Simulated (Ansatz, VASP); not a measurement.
## ZnRe2 in VASP and in Ansatz

INCAR

```
PREC     = Accurate       # precision mode
ENCUT    = 520            # plane-wave cutoff, eV
EDIFF    = 1E-6           # SCF threshold, eV
ISMEAR   = -1             # smearing method
SIGMA    = 0.05           # smearing width, eV
LREAL    = F              # projectors in reciprocal space
LASPH    = T              # aspherical terms in the spheres
NELM     = 100            # most SCF steps
ALGO     = Fast           # electronic algorithm
ISIF     = 2              # what is computed and relaxed
LWAVE    = F              # write WAVECAR
LCHARG   = F              # write CHGCAR
LMAXMIX  = 4              # l up to which the mixer works
GGA      = CA             # functional
NBANDS   = 20             # bands
```

KPOINTS

```
Automatic mesh
0
Gamma
  8 8 8
```

File POSCAR:

```
ZnRe2
1.0
    0.0000000000      2.8955600000      2.8955600000
    2.8955600000      0.0000000000      2.8955600000
    2.8955600000      2.8955600000      0.0000000000
Zn Re
1 2
Direct
    0.0000000000      0.0000000000      0.0000000000
    0.7500000000      0.7500000000      0.7500000000
    0.2500000000      0.2500000000      0.2500000000
```

File KPOINTS_OPT:

```
path GXWKGLUWLK,UX
20
line-mode
reciprocal
 0.0000000000  0.0000000000  0.0000000000  G
 0.5000000000  0.0000000000  0.5000000000  X

 0.5000000000  0.0000000000  0.5000000000  X
 0.5000000000  0.2500000000  0.7500000000  W

 0.5000000000  0.2500000000  0.7500000000  W
 0.3750000000  0.3750000000  0.7500000000  K

 0.3750000000  0.3750000000  0.7500000000  K
 0.0000000000  0.0000000000  0.0000000000  G

 0.0000000000  0.0000000000  0.0000000000  G
 0.5000000000  0.5000000000  0.5000000000  L

 0.5000000000  0.5000000000  0.5000000000  L
 0.6250000000  0.2500000000  0.6250000000  U

 0.6250000000  0.2500000000  0.6250000000  U
 0.5000000000  0.2500000000  0.7500000000  W

 0.5000000000  0.2500000000  0.7500000000  W
 0.5000000000  0.5000000000  0.5000000000  L

 0.5000000000  0.5000000000  0.5000000000  L
 0.3750000000  0.3750000000  0.7500000000  K

 0.6250000000  0.2500000000  0.6250000000  U
 0.5000000000  0.0000000000  0.5000000000  X
```

input.yaml

```yaml
crystal:
  lattice:
    - [0.0, 2.89556, 2.89556]
    - [2.89556, 0.0, 2.89556]
    - [2.89556, 2.89556, 0.0]
  atoms:
    - { symbol: Zn, position: [0.0, 0.0, 0.0] }
    - { symbol: Re, position: [0.75, 0.75, 0.75] }
    - { symbol: Re, position: [0.25, 0.25, 0.25] }
hamiltonian:
  xc: lda
  pseudopotentials: { kind: paw }
kpoints:
  mp_grid: { grid: [8, 8, 8] }
  band_path:
    path:
      - [[0.0, 0.0, 0.0], [0.5, 0.0, 0.5], [0.5, 0.25, 0.75], [0.375, 0.375, 0.75], [0.0, 0.0, 0.0], [0.5, 0.5, 0.5], [0.625, 0.25, 0.625], [0.5, 0.25, 0.75], [0.5, 0.5, 0.5], [0.375, 0.375, 0.75]]
      - [[0.625, 0.25, 0.625], [0.5, 0.0, 0.5]]
    npoints: 14
scf:
  occupations: { method: fermi_dirac, width: 0.05 }
  n_extra_bands: 7
output:
  forces: true
  stress: true
  eigenvalues: true
  fatbands: false
  write_density: true
  write_potential: true
  elf: true
  volumetric_format: npy
```

The cell was built by a generator and needn't be a form met in nature.

Alike in both runs: task band structure; functional LDA; k mesh 8 × 8 × 8; occupations fermi-dirac, width 0.05 eV; no spin polarisation.

```csv
,VASP,Ansatz
version,VASP 6.6.1,Ansatz 0.2.0
potentials or method,"VASP PAW LDA potentials, release 64 (Zn, Re)",Ansatz PAW
plane-wave cutoff (eV),520,420
valence electrons in the cell,26,42
```

|  | VASP | Ansatz | Ansatz less VASP |
| --- | --- | --- | --- |
| gap on the k mesh at the Fermi level (eV) | none | none | - |
| pressure (GPa) | -11.2 | -12.2 | -1.00 |

A gap of «none» marks a metal or a gap that the smearing closes. The two sets of potentials don't hold the same shells in valence.

Caveats: spin-orbit coupling is left out, which moves the levels of the heavy elements; the PAW data sets come from PBE, with cores solved anew for the run's functional, which leaves a small shift of forces and pressure (Ansatz).
